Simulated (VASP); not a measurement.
Calculation: TPSS meta-GGA, VASP's PBE PAW potentials (set 64) (plane waves; VASP 6.6.1).

A VASP calculation is set up with these files.

POSCAR:
```
HgTe
1.0
  0.0000000000   3.3211684036   3.3211684036
  3.3211684036   0.0000000000   3.3211684036
  3.3211684036   3.3211684036   0.0000000000
Hg Te
1 1
Cartesian
  0.0000000000   0.0000000000   0.0000000000
  1.6605842018   1.6605842018   1.6605842018
```

### INCAR
```
LWAVE=.FALSE.
SYSTEM=HgTe
LASPH=.TRUE.
METAGGA=TPSS
ISMEAR=1
NSW=60
SIGMA=0.1   # width (eV)
LREAL=.FALSE.
NELM=100
ISIF=3   # ions, shape and volume
IBRION=2
ENCUT=520   # plane-wave cut-off (eV)
LCHARG=.FALSE.
LMIXTAU=.TRUE.
LMAXMIX=6
PREC=Accurate
EDIFF=1E-6
ALGO=Normal
EDIFFG=-0.01   # ionic stop
```

File KPOINTS:
```
Automatic mesh
0
Gamma
9 9 9
0 0 0
```

POTCAR, in this order: Hg Te (PBE.64 set). Program: vasp_std.

**Question.** What will the output report for the number of irreducible k-points (NKPTS), largest plane-wave count, number of space-group operations, FFT grid (NGX, NGY, NGZ)?

**Answer.** 
The number of irreducible k-points (NKPTS) is 35 and the largest plane-wave count is 2004. The number of space-group operations comes out as 24 and the FFT grid (NGX, NGY, NGZ) is 36 × 36 × 36.

The compound is HgTe in the zinc blende structure. It was relaxed first, which changed the volume by +9 %. The start is the result of an earlier pass.
